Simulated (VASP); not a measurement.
A convergence study with VASP on Pb: one setting is varied, all else stays as given below, so the limit is that of these other settings.

```
CELL_PARAMETERS angstrom
      3.48968     0.00000     0.00000
      1.74484     3.02215     0.00000
      0.00000     0.00000    22.54792
ATOMIC_POSITIONS crystal
  Pb 0.66667 0.66667 0.31045
  Pb 0.00000 0.00000 0.43682
  Pb 0.33333 0.33333 0.56318
  Pb 0.66667 0.66667 0.68955
```

All values below come from PBE GGA, VASP's PBE PAW potentials (set 64) (plane waves; VASP). The tightest run used: 300 eV cut-off, 28×28×1 Γ-centred mesh, Gaussian smearing of 0.10 eV, potentials Pb_d.

| setting | E (eV/atom) | largest force (eV/Å) | irreducible k-points |
|---|---|---|---|
| 2×2×1 mesh | -4.5836 | 0.592 | 2 |
| 3×3×1 mesh | -3.3500 | 0.992 | 3 |
| 4×4×1 mesh | -3.3907 | 0.363 | 4 |
| 5×5×1 mesh | -3.4521 | 0.068 | 5 |
| 6×6×1 mesh | -3.4583 | 0.050 | 7 |
| 7×7×1 mesh | -3.4807 | 0.324 | 8 |
| 8×8×1 mesh | -3.4859 | 0.267 | 10 |

**Question.** These are the cheaper rows. Estimate the results at 28×28×1 mesh, and how far the last row shown lies from them.

**Answer.** 
```tsv
quantity	tightest run	last row shown is off by
E (eV/atom)	-3.4779	-0.0080
largest force (eV/Å)	0.221	0.046
```

Left out are rungs that failed or repeat a setting and relaxations that didn't move; long series are thinned to 24 rows.

The cell is a sheet or thin cut with vacuum, built from a generated structure.
